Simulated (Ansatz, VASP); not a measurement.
## K2RbCoF6 in two plane-wave programs

One calculation is typed for both programs; each brings its own data sets. How far apart do they land? The cell is taken from a series of runs on this material, whose earlier steps may have relaxed, scaled, displaced or heated it; both programs get it as it stands.

Main program and level: Ansatz 0.2.0; plane waves, with VASP 6.6.1 beside it; G0W0 gap at PBE, DFT+U.

In doubt: one-shot GW on d or f shells is unsure (step 3), so the values of those runs are not to be relied on.

## 1. Set-up

It takes space group Fm-3m (No. 225, cubic). The conventional cell has a = 8.955 Å, b = 8.955 Å, c = 8.955 Å, α = 90.00°, β = 90.00°, γ = 90.00°. Nearest to K lie 12 F at 3.19 Å. Nearest to Rb lie 6 F at 2.61 Å. Nearest to Co lie 6 F at 1.87 Å. Nearest to F lie 1 Co at 1.87 Å and 1 Rb at 2.61 Å and 4 K at 3.19 Å. Farther neighbours and most contacts between anions are not listed.

As a file:

```cif
data_structure
_symmetry_space_group_name_H-M 'Fm-3m'
_symmetry_Int_Tables_number 225
_cell_length_a 8.9547
_cell_length_b 8.9547
_cell_length_c 8.9547
_cell_angle_alpha 90.000
_cell_angle_beta 90.000
_cell_angle_gamma 90.000
_cell_volume 718.06
loop_
_atom_site_label
_atom_site_type_symbol
_atom_site_symmetry_multiplicity
_atom_site_Wyckoff_symbol
_atom_site_fract_x
_atom_site_fract_y
_atom_site_fract_z
_atom_site_occupancy
K1 K 8 c 0.25000 0.25000 0.75000 1
Rb1 Rb 4 b 0.50000 0.00000 0.00000 1
Co1 Co 4 a 0.00000 0.00000 0.00000 1
F1 F 24 e 0.20874 0.00000 0.00000 1
```

## 2. VASP: G0W0 gap, PBE, DFT+U

Quasiparticle shifts depend on high empty states and on the cores, so they are the hardest test of two PAW sets.

Lines of VASP's logs that name or quote its potential files are left out, and so is its time.

The run reads the wave functions of an earlier VASP run, which isn't shown here.

INCAR

```
SYSTEM = K2RbCoF6
PREC = Accurate
ENCUT = 520
ISMEAR = 0
SIGMA = 0.01
LREAL = .FALSE.
GGA = PE
NBANDS = 791
LASPH = .TRUE.
LMAXMIX = 4
ALGO = EVGW0
NELMGW = 1
ENCUTGW = 150
NOMEGA = 64
PRECFOCK = Fast
NBANDSGW = 51
LWAVE = .FALSE.
LCHARG = .FALSE.
```

POSCAR

```
K2RbCoF6
1.0
    0.0000000000      4.4773684629      4.4773684629
    4.4773684629      0.0000000000      4.4773684629
    4.4773684629      4.4773684629      0.0000000000
K Rb Co F
2 1 1 6
Direct
    0.7500000000      0.7500000000      0.7500000000
    0.2500000000      0.2500000000      0.2500000000
    0.5000000000      0.5000000000      0.5000000000
    0.0000000000      0.0000000000      0.0000000000
    0.7912580000      0.2087420000      0.2087420000
    0.2087420000      0.2087420000      0.7912580000
    0.2087420000      0.7912580000      0.7912580000
    0.2087420000      0.7912580000      0.2087420000
    0.7912580000      0.2087420000      0.7912580000
    0.7912580000      0.7912580000      0.2087420000
```

KPOINTS

```
Automatic mesh
0
Gamma
2 2 2
0 0 0
```

Potentials, in the order of the species: K_sv_GW, Rb_sv_GW, Co_sv_GW and F_GW (PBE family, release 64).

Run with:

```sh
> export OMP_NUM_THREADS=3
> mpirun -np 1 vasp_std
```

Numbers of over 12 decimals in the logs are rounded to 6 here.

What it wrote:

```text
[banner, memory and clock lines left out]
running    1 mpi-ranks, on    1 nodes
 distrk:  each k-point on    1 cores,    1 groups
 distr:  one band on    1 cores,    1 groups
 Offloading initialized ...    1 GPUs detected
 POSCAR found type information on POSCAR K RbCoF
 POSCAR found :  4 types and      10 ions
|                                                                             |
|           W    W    AA    RRRRR   N    N  II  N    N   GGGG   !!!           |
|           W    W   A  A   R    R  NN   N  II  NN   N  G    G  !!!           |
|           W    W  A    A  R    R  N N  N  II  N N  N  G       !!!           |
|           W WW W  AAAAAA  RRRRR   N  N N  II  N  N N  G  GGG   !            |
|           WW  WW  A    A  R   R   N   NN  II  N   NN  G    G                |
|           W    W  A    A  R    R  N    N  II  N    N   GGGG   !!!           |
|                                                                             |
|     The default for ENCUTGWSOFT is different in this version of VASP.       |
|     please manually set ENCUTGWSOFT =150 in the INCAR file.                 |
|                                                                             |

 LDA part: xc-table for (Slater+PW92), standard interpolation
 found WAVECAR, reading the header
 POSCAR, INCAR and KPOINTS ok, starting setup
 FFT: planning ... GRIDC
 FFT: planning ... GRID_SOFT
 FFT: planning ... GRID
 reading WAVECAR
 the WAVECAR file was read successfully
 initial charge from wavefunction
 available memory per node:   1640.44 GB, setting MAXMEM to   1679810

 The Fermi energy was updated, please check that it is located mid-gap
 values below the HOMO (VB) or above the LUMO (CB) will cause erroneous energies
 E-fermi :   1.8730

 calculate exact exchange contribution
 the WAVEDER file was read successfully
energies w=
    0.000    0.000    1.123    0.000    2.243    0.000    3.359    0.000
    4.468    0.000    5.568    0.000    6.656    0.000    7.733    0.000
    8.797    0.000    9.847    0.000   10.883    0.000   11.905    0.000
   12.913    0.000   13.908    0.000   14.890    0.000   15.861    0.000
   16.822    0.000   17.773    0.000   18.717    0.000   19.655    0.000
   20.589    0.000   21.521    0.000   22.451    0.000   23.384    0.000
   24.320    0.000   25.261    0.000   26.211    0.000   27.172    0.000
   28.147    0.000   29.137    0.000   30.148    0.000   31.181    0.000
   32.241    0.000   33.331    0.000   34.457    0.000   35.622    0.000
   36.834    0.000   38.098    0.000   39.420    0.000   40.810    0.000
   42.277    0.000   43.831    0.000   45.484    0.000   47.251    0.000
   49.150    0.000   51.199    0.000   53.423    0.000   55.852    0.000
   58.520    0.000   61.471    0.000   64.756    0.000   68.445    0.000
   72.622    0.000   77.395    0.000   82.911    0.000   89.361    0.000
   97.008    0.000  106.223    0.000  117.543    0.000  131.777    0.000
  150.202    0.000  174.964    0.000  209.961    0.000  263.093    0.000
 responsefunction array rank=     754
 LDA part: xc-table for (Slater+PW92), standard interpolation

 min. memory requirement per mpi rank   1895.3 MB, per node   1895.3 MB

 allocating  64 responsefunctions rank=   754
 shmem allocating  64 responsefunctions rank=   754
 response function shared by NCSHMEM nodes    1
 Doing            64  frequencies on each core in blocks of            64
NQ=   1    0.0000    0.0000    0.0000,
|.........|.........|.........|.........|.........|.........|.........|.........
 performed        756000 updates of chi_q(r,r)
 total number of BLAS operations       3181.80 Gflops
NQ=   2    0.5000    0.0000    0.0000,
|.........|.........|.........|.........|.........|.........|.........|.........
 performed       1916000 updates of chi_q(r,r)
 total number of BLAS operations       8457.99 Gflops
NQ=   3    0.5000    0.5000    0.0000,
|.........|.........|.........|.........|.........|.........|.........|.........
 performed       2995000 updates of chi_q(r,r)
 total number of BLAS operations      13186.62 Gflops
 resolving degeneracies of screened two electron integrals

 calculate QP shifts <psi_nk| G(iteration)W_0 |psi_nk>: iteration 1
 entering main loop
```

Parts of OUTCAR (step 2):

```text
ion  position               nearest neighbor table
   1  0.750  0.750  0.750-
   2  0.250  0.250  0.250-
   3  0.500  0.500  0.500-   5 2.61   6 2.61   7 2.61   8 2.61   9 2.61  10 2.61
   4  0.000  0.000  0.000-   5 1.87   6 1.87   7 1.87   8 1.87   9 1.87  10 1.87
   5  0.791  0.209  0.209-   4 1.87   3 2.61
   6  0.209  0.209  0.791-   4 1.87   3 2.61
   7  0.209  0.791  0.791-   4 1.87   3 2.61
   8  0.209  0.791  0.209-   4 1.87   3 2.61
   9  0.791  0.209  0.791-   4 1.87   3 2.61
  10  0.791  0.791  0.209-   4 1.87   3 2.61

  LATTYP: Found a face centered cubic cell.
 ALAT       =     8.9547369258

 Subroutine GETGRP returns: Found 48 space group operations
 (whereof 48 operations were pure point group operations)

The static configuration has the point symmetry O_h .

 Found      3 irreducible k-points:

   k-points           NKPTS =      3   k-points in BZ     NKDIM =      8   number of bands    NBANDS=    791

   dimension x,y,z NGX =    48 NGY =   48 NGZ =   48
   dimension x,y,z NGXF=    96 NGYF=   96 NGZF=   96

   ENCUT  =  520.0 eV  38.22 Ry    6.18 a.u.  11.77 11.77 11.77*2*pi/ulx,y,z

   NELECT =      86.0000    total number of electrons

  energy-cutoff  :      520.00
  volume of cell :      179.51
      direct lattice vectors                 reciprocal lattice vectors
     0.000000000  4.477368463  4.477368463    -0.111672739  0.111672739  0.111672739
     4.477368463  0.000000000  4.477368463     0.111672739 -0.111672739  0.111672739
     4.477368463  4.477368463  0.000000000     0.111672739  0.111672739 -0.111672739

 k-points in reciprocal lattice and weights: Automatic mesh
   0.00000000  0.00000000  0.00000000       0.125
   0.50000000  0.00000000  0.00000000       0.500
   0.50000000  0.50000000  0.00000000       0.375

 E-fermi :   1.8730

 QP shifts <psi_nk| G(iteration)W_0 |psi_nk>: iteration 1
 for sc-GW calculations column KS-energies equals QP-energies in previous step
 and V_xc(KS)=  KS-energies - (<T + V_ion + V_H > + <T+V_H+V_ion>^1  + <V_x>^1)
 k-point   1 :       0.0000    0.0000    0.0000
  band No.  KS-energies  QP-energies   sigma(KS)   V_xc(KS)     V^pw_x(r,r')   Z            occupation Imag(sigma)
    ...
     40      -1.1210      -3.2363     -25.3912     -22.5928     -30.6518       0.7559       2.0000       0.4819
     41       0.4723      -0.5800     -29.8910     -28.4305     -36.9352       0.7205       2.0000       0.6147
     42       0.4723      -0.5800     -29.8910     -28.4305     -36.9352       0.7205       2.0000       0.6147
     43       0.4723      -0.5800     -29.8910     -28.4305     -36.9352       0.7205       2.0000       0.6147
     44       3.2322       5.5928     -24.0774     -27.3070     -18.7368       0.7309       0.0000      -0.4096
     45       3.2322       5.5928     -24.0774     -27.3070     -18.7368       0.7309       0.0000      -0.4096
     46       5.0280       6.0328      -6.5866      -7.7335      -3.6931       0.8761       0.0000      -0.2021
     47       8.0109       9.8510      -6.8732      -8.9829      -3.9750       0.8722       0.0000      -0.2223
    ...

 k-point   2 :       0.5000    0.0000    0.0000
  band No.  KS-energies  QP-energies   sigma(KS)   V_xc(KS)     V^pw_x(r,r')   Z            occupation Imag(sigma)
    ...
     40      -1.1863      -3.3160     -25.2340     -22.4155     -30.4775       0.7556       2.0000       0.4844
     41       0.5083      -0.5489     -29.9765     -28.5128     -37.0195       0.7223       2.0000       0.6109
     42       0.5326      -0.5324     -30.0694     -28.6025     -37.1206       0.7261       2.0000       0.6087
     43       0.5326      -0.5324     -30.0694     -28.6025     -37.1206       0.7261       2.0000       0.6087
     44       3.3811       5.7130     -24.4083     -27.6469     -19.1573       0.7200       0.0000      -0.4162
     45       3.3811       5.7130     -24.4083     -27.6469     -19.1573       0.7200       0.0000      -0.4162
     46       6.8304       8.0307      -7.8032      -9.1909      -5.0573       0.8650       0.0000      -0.2177
     47       7.0398       8.2317      -7.3259      -8.6973      -4.4334       0.8692       0.0000      -0.2184
    ...

 k-point   3 :       0.5000    0.5000    0.0000
  band No.  KS-energies  QP-energies   sigma(KS)   V_xc(KS)     V^pw_x(r,r')   Z            occupation Imag(sigma)
    ...
     40      -1.1284      -3.2433     -25.3594     -22.5602     -30.6124       0.7556       2.0000       0.4818
     41       0.4362      -0.6020     -29.7629     -28.3192     -36.8087       0.7192       2.0000       0.6196
     42       0.5732      -0.5002     -30.1841     -28.7117     -37.2353       0.7290       2.0000       0.6049
     43       0.5732      -0.5002     -30.1841     -28.7117     -37.2353       0.7290       2.0000       0.6049
     44       3.1729       5.5073     -23.6780     -26.8559     -18.3263       0.7346       0.0000      -0.4055
     45       3.2419       5.5994     -24.1565     -27.3946     -18.8092       0.7280       0.0000      -0.4110
     46       7.1052       8.4035      -7.7395      -9.2397      -5.0337       0.8654       0.0000      -0.2154
     47       7.6427       9.0952      -8.2013      -9.8876      -5.5192       0.8614       0.0000      -0.2184
    ...
```

This run has no spin polarisation, so a moment on Co, if there is one, isn't seen.

[end of part 1 of 2]

[Lines on the potential files, build, host, timing and source positions are cut from VASP's logs without a mark.]

[Logs are printed without paths, hosts, clocks, repeated set-up lines and the standing remarks that a program may print on its own settings, such as how far it seeks lower states.]

[Hosts, paths, dates, database ids (printed as entryN), source tags and the programs' standing remarks are cut or masked in the printed files.]
